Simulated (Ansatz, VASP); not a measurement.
One calculation of NbTe, two programs

Contents of INCAR:

```
SYSTEM = NbTe
PREC = Accurate
ENCUT = 520
EDIFF = 1E-7
ISMEAR = -1
SIGMA = 0.1
LREAL = .FALSE.
LASPH = .TRUE.
NELM = 100
ALGO = Normal
ISIF = 2
LWAVE = .FALSE.
LCHARG = .FALSE.
GGA = PE
IVDW = 13
NBANDS = 16
```

The input KPOINTS:

```
Automatic mesh
0
G
  8 8 7
  0 0 0
```

File POSCAR:

```
NbTe
1.0
    3.7029740000      0.0000000000      0.0000000000
   -1.8514870000      3.2068700000      0.0000000000
    0.0000000000      0.0000000000      3.6942110000
Nb Te
1 1
Direct
    0.0000000000      0.0000000000      0.5000000000
    0.6666666667      0.3333333333      0.0000000000
```

Input for Ansatz:

```yaml
crystal:
  lattice:
    - [3.702974, 0.0, 0.0]
    - [-1.851487, 3.20687, 0.0]
    - [0.0, 0.0, 3.694211]
  atoms:
    - { symbol: Nb, position: [0.0, 0.0, 0.5] }
    - { symbol: Te, position: [0.6666666666666666, 0.3333333333333333, 0.0] }
basis:
  ecutwfc: 420.0
kpoints:
  mp_grid:
    grid: [8, 8, 7]
hamiltonian:
  xc: pbe
  dispersion: d4
scf:
  occupations:
    method: fermi_dirac
output:
  cutoff_correction: 570.0
```

The cell comes from a database or a generator and needn't be the stable form of this composition.

Alike in both runs: task single point; functional PBE; dispersion D4; k mesh 8 × 8 × 7; no spin polarisation.

|  | VASP | Ansatz |
| --- | --- | --- |
| version | VASP 6.6.1 | Ansatz 0.2.0 |
| potentials or method | VASP PAW PBE potentials, release 64 (Nb_sv, Te) | plane waves, PAW |
| plane-wave cutoff (eV) | 520 | 420 |
| occupations | fermi-dirac, width 0.1 eV | fermi-dirac |
| valence electrons in the cell | 19 | 29 |

|  | VASP | Ansatz | Ansatz less VASP |
| --- | --- | --- | --- |
| dispersion energy (meV/atom) | -477.0 | -477.2 | -0.20 |

The two sets of potentials don't hold the same shells in valence.

 Spin-orbit coupling is left out, which matters for the levels of Te.
